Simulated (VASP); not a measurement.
These are PBE GGA, VASP's PBE PAW potentials (set 64) (plane waves; VASP) values and carry that method's errors.

Input for VASP

**KPOINTS**
```
Automatic mesh
0
Gamma
12 12 8
0 0 0
```

**INCAR**
```
# general
SYSTEM  = TiAl
PREC    = Accurate
ENCUT   = 400
LREAL   = F
LASPH   = T   # aspherical one-centre terms

# electronic loop
EDIFF   = 1E-6   # SCF stop (eV)
NELM    = 100   # most electronic steps
ALGO    = Normal   # blocked Davidson
LMAXMIX = 4   # l cut-off of mixed one-centre charges

# smearing
ISMEAR  = 1
SIGMA   = 0.1

# functional
GGA     = PE   # PBE

# ions
ISIF    = 2   # forces and stress, cell fixed

# output
LWAVE   = F
LCHARG  = F
```

POSCAR:
```
TiAl
1.0
  2.8300000000   0.0000000000   0.0000000000
  0.0000000000   2.8300000000   0.0000000000
  0.0000000000   0.0000000000   4.0700000000
Ti Al
1 1
Direct
  0.0000000000   0.0000000000   0.0000000000
  0.5000000000   0.5000000000   0.5000000000
```

POTCAR, in this order: Ti_sv Al (PBE.64 set). Program: vasp_std.

The resulting files:

OSZICAR:
```
       N       E                     dE             d eps       ncg     rms          rms(c)
DAV:   1     0.781681352074E+02    0.78168E+02   -0.65597E+03  3083   0.116E+03
DAV:   2    -0.900842975803E+01   -0.87177E+02   -0.84888E+02  3128   0.305E+02
DAV:   3    -0.138337753250E+02   -0.48253E+01   -0.46044E+01  4744   0.715E+01
DAV:   4    -0.139955761974E+02   -0.16180E+00   -0.16043E+00  3887   0.113E+01
DAV:   5    -0.140023908535E+02   -0.68147E-02   -0.68099E-02  4459   0.209E+00    0.963E+00
DAV:   6    -0.125467547193E+02    0.14556E+01   -0.12764E+01  3836   0.385E+01    0.335E+00
DAV:   7    -0.124045196534E+02    0.14224E+00   -0.12265E+00  3600   0.117E+01    0.186E+00
DAV:   8    -0.123912225572E+02    0.13297E-01   -0.15369E-01  3474   0.436E+00    0.514E-01
DAV:   9    -0.123890768783E+02    0.21457E-02   -0.29161E-02  3679   0.226E+00    0.228E-01
DAV:  10    -0.123891118746E+02   -0.34996E-04   -0.16141E-03  3765   0.456E-01    0.517E-02
DAV:  11    -0.123890910537E+02    0.20821E-04   -0.41987E-04  4069   0.221E-01    0.419E-02
DAV:  12    -0.123890917694E+02   -0.71570E-06   -0.21271E-05  3591   0.483E-02    0.122E-02
DAV:  13    -0.123890912424E+02    0.52697E-06   -0.12429E-06  2515   0.102E-02
   1 F= -.12389091E+02 E0= -.12389292E+02  d E =0.602688E-03
```

File OUTCAR:
```
------------------------ aborting loop because EDIFF is reached ----------------------------------------
  FORCE on cell =-STRESS in cart. coord.  units (eV):
  Direction    XX          YY          ZZ          XY          YZ          ZX
  --------------------------------------------------------------------------------------
  Total       -0.1659487     -0.1659487     -0.1766402      0.0000000      0.0000000      0.0000000
  in kB       -8.1567524     -8.1567524     -8.6822605      0.0000000      0.0000000      0.0000000
  external PRESSURE =      -8.3319218 kB  Pullay stress =       0.0000000 kB
  volume of cell :       32.60
      direct lattice vectors                 reciprocal lattice vectors
     2.830000000  0.000000000  0.000000000     0.353356890  0.000000000  0.000000000
     0.000000000  2.830000000  0.000000000     0.000000000  0.353356890  0.000000000
     0.000000000  0.000000000  4.070000000     0.000000000  0.000000000  0.245700246
 POSITION                                       TOTAL-FORCE (eV/Angst)
 -----------------------------------------------------------------------------------
      0.00000      0.00000      0.00000         0.000000      0.000000      0.000000
      1.41500      1.41500      2.03500         0.000000      0.000000      0.000000
 -----------------------------------------------------------------------------------
    total drift:                                0.000000     -0.000000     -0.000000
  FREE ENERGIE OF THE ION-ELECTRON SYSTEM (eV)
  ---------------------------------------------------
  free  energy   TOTEN  =       -12.3890912424 eV

  energy  without entropy=      -12.3896939304  energy(sigma->0) =      -12.38929214
```
(Selected blocks of OUTCAR.)

The compound is TiAl in the L1_0 structure. The cell was not relaxed at this level. The electron count is odd and the run is not spin-polarised, which forces a metal.
